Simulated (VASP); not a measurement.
A hop in MgO (rock salt): H between interstitial sites, in a supercell of 65 atoms with charge -2. Nudged elastic band with 3 images between relaxed ends, without a climbing image, so the barrier is a lower bound. Calculation: PBE GGA, VASP's PBE PAW potentials (set 64) (plane waves; VASP). Settings: PREC = Normal, LREAL = Auto, ISYM = 0, NELECT = 259.0, 400 eV cut-off, 1×1×1 Γ-centred mesh, Gaussian smearing of 0.050 eV, potentials Mg O H.

The cell is charged, with a uniform compensating background. The supercell is sampled at Γ alone, which is coarse: total energies, pressure and levels can be off, energies of defects by several tenths of an eV.

First end (POSCAR):

```
Mg32HO32
1.0
     8.486959    0.000000    0.000000
     0.000000    8.486959    0.000000
     0.000000    0.000000    8.486959
Mg O H
32 32 1
Direct
     0.499469    0.000334    0.000336
     0.749389    0.250270    0.000306
     0.749870    0.000042    0.250560
     0.999600    0.999657    0.999908
     0.247710    0.248009    0.997886
     0.501984    0.502372    0.997912
     0.750110    0.750136    0.000058
     0.247762    0.997944    0.248102
     0.496389    0.253391    0.253735
     0.751885    0.501980    0.248191
     0.502085    0.997740    0.502306
     0.752048    0.247856    0.502177
     0.750039    0.999731    0.750217
     0.999849    0.499360    0.000379
     0.250285    0.749918    0.000377
     0.997636    0.247832    0.248104
     0.253636    0.496308    0.253516
     0.501973    0.752345    0.248204
     0.000207    0.000012    0.499749
     0.253223    0.253543    0.497028
     0.496401    0.496741    0.496824
     0.749994    0.749747    0.499669
     0.250179    0.000210    0.750031
     0.501886    0.248005    0.752374
     0.749590    0.499668    0.750033
     0.000365    0.749508    0.250538
     0.997687    0.501897    0.502356
     0.247971    0.752144    0.502275
     0.999764    0.250224    0.750076
     0.247805    0.502115    0.752541
     0.499558    0.750066    0.750014
     0.999750    0.749905    0.750455
     0.749275    0.250085    0.250290
     0.000456    0.499571    0.250347
     0.000426    0.249972    0.500071
     0.232294    0.232606    0.232461
     0.517197    0.517745    0.232550
     0.753119    0.752978    0.249717
     0.996824    0.996674    0.249676
     0.517484    0.232306    0.517801
     0.749323    0.499817    0.499964
     0.996975    0.752817    0.500581
     0.752835    0.249461    0.753232
     0.996541    0.500287    0.753339
     0.996432    0.249402    0.996949
     0.250153    0.749483    0.250390
     0.499701    0.000667    0.250306
     0.232376    0.517408    0.517934
     0.499827    0.749619    0.500035
     0.753102    0.996685    0.500526
     0.249890    0.250162    0.749742
     0.499719    0.500056    0.749668
     0.749939    0.749946    0.750127
     0.999781    0.999831    0.750132
     0.499590    0.250245    0.000715
     0.752727    0.500437    0.997056
     0.999873    0.749754    0.000218
     0.249982    0.000663    0.500058
     0.249455    0.753122    0.753310
     0.500322    0.996960    0.753243
     0.249935    0.499879    0.000711
     0.500428    0.753274    0.997049
     0.749829    0.999943    0.000175
     0.249355    0.996905    0.997007
     0.375076    0.374865    0.375489
```

Last end:

```
Mg32HO32
1.0
     8.486959    0.000000    0.000000
     0.000000    8.486959    0.000000
     0.000000    0.000000    8.486959
Mg O H
32 32 1
Direct
     0.499441    0.000273    0.000010
     0.749493    0.250311    0.000003
     0.750126   -0.000232    0.249964
     0.999588    0.999675    1.000205
     0.247536    0.248015    1.002265
     0.501966    0.502501    1.002571
     0.750097    0.750112    0.000344
     0.250172    1.000204    0.250323
     0.501770    0.248091    0.247787
     0.749701    0.499493    0.250430
     0.501999    0.997847    0.497837
     0.751907    0.247892    0.497879
     0.749767    0.999993    0.749619
     0.999896    0.499370   -0.000037
     0.250254    0.749875   -0.000000
     0.999963    0.250160    0.250387
     0.247908    0.501942    0.248089
     0.499556    0.750003    0.250465
     0.000198    0.000031    0.500461
     0.253484    0.253580    0.503930
     0.496412    0.496569    0.503748
     0.749974    0.749777    0.500390
     0.247660   -0.002096    0.752185
     0.496791    0.253220    0.747069
     0.751892    0.502265    0.752212
    -0.000089    0.749912    0.249997
     0.997736    0.501815    0.498151
     0.248015    0.752044    0.498191
     0.997291    0.247862    0.752146
     0.253616    0.496416    0.746976
     0.502013    0.752568    0.752131
     1.000131    0.749517    0.749869
     0.752877    0.249483    0.246977
    -0.003179    0.500201    0.247267
     0.000296    0.249957    0.500271
     0.249913    0.250139    0.250559
     0.499708    0.500027    0.250689
     0.750067    0.749963    0.250183
     0.999940    0.999806    0.250159
     0.517264    0.232460    0.482288
     0.749319    0.499824    0.500298
     0.997048    0.752741    0.499646
     0.749102    0.250114    0.749949
     1.000287    0.499724    0.750107
     0.996374    0.249400    1.003262
     0.249524    0.752919    0.247283
     0.500271   -0.003046    0.247018
     0.232716    0.517061    0.483004
     0.499821    0.749680    0.500254
     0.753017    0.996750    0.499566
     0.231716    0.232453    0.767671
     0.517356    0.518200    0.767982
     0.753041    0.753058    0.750540
     0.996540    0.996627    0.750551
     0.499515    0.250253   -0.000463
     0.752787    0.500438    1.003362
     0.999868    0.749756    0.000189
     0.249987    0.000605    0.500336
     0.250034    0.749585    0.750070
     0.499720    1.000773    0.749979
     0.249926    0.499847   -0.000309
     0.500395    0.753372    1.003482
     0.749790    0.999963    0.000087
     0.249353    0.996882    1.003284
     0.375682    0.374621    0.625967
```

Question: Predict the energy profile and the barrier.

Answer: 
```tsv
image	path length (Å)	E − E(first end) (eV)
0	0.00	0.000
1	0.67	0.381
2	1.35	0.903
3	2.02	0.367
4	2.70	0.000
```
The highest image is number 2 (counting the first end as 0), 1.35 Å along the path. The barrier is 0.90 eV forward and 0.90 eV back; the ends differ by 0.00 eV.

The cell is a supercell with a defect, built from MgO (rock salt): H between interstitial sites, charge -2. The total moment is imposed (NUPDOWN), so this need not be the lowest spin state.
